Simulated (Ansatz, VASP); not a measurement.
Two plane-wave programs on RePb2

```xyz
3
Lattice="-1.9553 1.9553 4.7967 1.9553 -1.9553 4.7967 1.9553 1.9553 -4.7967" Properties=species:S:1:pos:R:3 pbc="T T T"
Re    0.0000    0.0000    0.0000
Pb    0.0000    0.0000    6.3796
Pb    0.0000    0.0000    3.2138
```

Alike in both runs: task single point; functional PBE; k mesh 6 × 6 × 6; occupations gaussian, width 0.1 eV; no spin polarisation.

```csv
,VASP,Ansatz
version,VASP 6.6.1,Ansatz 0.2.0
potentials or method,"VASP PAW PBE potentials, release 64 (Re, Pb_d)","scalar-relativistic, plane waves, PAW"
plane-wave cutoff (eV),520,420
valence electrons in the cell,35,43
```

VASP gave:

| Quantity | Value |
| --- | --- |
| gap on the k mesh at the Fermi level (eV) | none |
| pressure (GPa) | -6.9 |
| largest component of the traceless stress (GPa) | 1.30 |
| rms of the force components (eV/Å) | 0.408 |

Question: What did Ansatz give for the same quantities?

Answer: gap on the k mesh at the Fermi level (eV): none; pressure (GPa): -6.8; largest component of the traceless stress (GPa): 1.30; rms of the force components (eV/Å): 0.407.

Atom by atom the forces differ by 0.002 eV/Å (rms over components). A gap of «none» marks a metal or a gap that the smearing closes. With one functional, cell and mesh, what is left measures potentials, basis and numerics. The two sets of potentials don't hold the same shells in valence.

Caveats: the k mesh is coarse (spacing up to 0.38 Å⁻¹), so the values aren't converged. Spin-orbit coupling is left out, which matters for the levels of Pb, Re.
